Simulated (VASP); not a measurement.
OSZICAR of a VASP run on Al$_{35}$CN$_{35}$:

**OSZICAR**
```
       N       E                     dE             d eps       ncg     rms          rms(c)
DAV:   1    -0.615129292026E+03   -0.61513E+03   -0.17947E+01   864   0.857E+00    0.494E+01
DAV:   2    -0.615294566899E+03   -0.16527E+00   -0.79352E-01   824   0.198E+00    0.336E+01
DAV:   3    -0.615313345133E+03   -0.18778E-01   -0.31817E-01   804   0.106E+00    0.210E+01
DAV:   4    -0.615319410988E+03   -0.60659E-02   -0.98853E-02   872   0.658E-01    0.125E+01
DAV:   5    -0.615315618601E+03    0.37924E-02   -0.41736E-02   848   0.469E-01    0.731E+00
DAV:   6    -0.615314893317E+03    0.72528E-03   -0.13024E-02   840   0.266E-01    0.428E+00
DAV:   7    -0.615314281840E+03    0.61148E-03   -0.41053E-03   828   0.138E-01    0.248E+00
DAV:   8    -0.615314304380E+03   -0.22539E-04   -0.27604E-03   864   0.862E-02    0.144E+00
DAV:   9    -0.615314617371E+03   -0.31299E-03   -0.22008E-03   896   0.633E-02    0.827E-01
DAV:  10    -0.615314999287E+03   -0.38192E-03   -0.18723E-03   944   0.495E-02    0.474E-01
DAV:  11    -0.615315367940E+03   -0.36865E-03   -0.15678E-03   880   0.394E-02    0.274E-01
DAV:  12    -0.615315695839E+03   -0.32790E-03   -0.13453E-03   900   0.347E-02    0.158E-01
DAV:  13    -0.615315984279E+03   -0.28844E-03   -0.11689E-03   868   0.315E-02    0.963E-02
DAV:  14    -0.615316236558E+03   -0.25228E-03   -0.10295E-03   892   0.300E-02    0.634E-02
DAV:  15    -0.615316456981E+03   -0.22042E-03   -0.90073E-04   860   0.285E-02    0.470E-02
DAV:  16    -0.615316649320E+03   -0.19234E-03   -0.78795E-04   888   0.271E-02    0.387E-02
DAV:  17    -0.615316816655E+03   -0.16734E-03   -0.68558E-04   824   0.253E-02    0.343E-02
DAV:  18    -0.615316961758E+03   -0.14510E-03   -0.59768E-04   832   0.241E-02    0.313E-02
DAV:  19    -0.615317087247E+03   -0.12549E-03   -0.51752E-04   808   0.225E-02    0.289E-02
DAV:  20    -0.615317195529E+03   -0.10828E-03   -0.44909E-04   784   0.212E-02    0.268E-02
DAV:  21    -0.615317288736E+03   -0.93206E-04   -0.38654E-04   776   0.198E-02    0.248E-02
DAV:  22    -0.615317368746E+03   -0.80011E-04   -0.33320E-04   748   0.185E-02    0.231E-02
DAV:  23    -0.615317437344E+03   -0.68597E-04   -0.28625E-04   728   0.172E-02    0.214E-02
DAV:  24    -0.615317495994E+03   -0.58650E-04   -0.24494E-04   692   0.160E-02    0.199E-02
DAV:  25    -0.615317546071E+03   -0.50077E-04   -0.21054E-04   700   0.150E-02    0.184E-02
DAV:  26    -0.615317588661E+03   -0.42590E-04   -0.17836E-04   620   0.138E-02    0.170E-02
DAV:  27    -0.615317624914E+03   -0.36253E-04   -0.15395E-04   664   0.131E-02    0.158E-02
DAV:  28    -0.615317655748E+03   -0.30834E-04   -0.13005E-04   608   0.119E-02    0.145E-02
DAV:  29    -0.615317681848E+03   -0.26100E-04   -0.11077E-04   616   0.111E-02    0.134E-02
DAV:  30    -0.615317703974E+03   -0.22126E-04   -0.94322E-05   576   0.103E-02    0.124E-02
DAV:  31    -0.615317722683E+03   -0.18709E-04   -0.79581E-05   560   0.960E-03    0.114E-02
DAV:  32    -0.615317738533E+03   -0.15850E-04   -0.68244E-05   544   0.897E-03    0.105E-02
DAV:  33    -0.615317751890E+03   -0.13357E-04   -0.56877E-05   512   0.817E-03    0.961E-03
DAV:  34    -0.615317763133E+03   -0.11243E-04   -0.48842E-05   508   0.771E-03    0.892E-03
DAV:  35    -0.615317772646E+03   -0.95132E-05   -0.41003E-05   452   0.711E-03
   1 F= -.61531777E+03 E0= -.61531777E+03  d E =-.137092E-16  mag=     3.0000
```

Problem. Which electronic solver shows in the log?

Solution. It is blocked Davidson (ALGO = Normal, or the opening steps of other solvers). The INCAR had ALGO = Normal.

Problem. How was spin treated?

Solution. Collinear spin (ISPIN = 2): the summary line carries one mag value, 3.00 μB in the cell.

Problem. Can the final energy be trusted as converged?

Solution. The run converged. It stopped with EDIFF = 1E-5, NELM = 50 (HSE06 screened hybrid, plane waves, VASP's PBE PAW potentials (set 64)).  The cell is charged, with a uniform compensating background. The supercell is sampled at Γ alone, which is coarse: total energies, pressure and levels can be off, energies of defects by several tenths of an eV.

The cell is a supercell with a defect, built from AlN (wurtzite): C_N-vac_Al, charge +1. The cell's shape comes from a PBE relaxation. The total moment is imposed (NUPDOWN), so this need not be the lowest spin state.
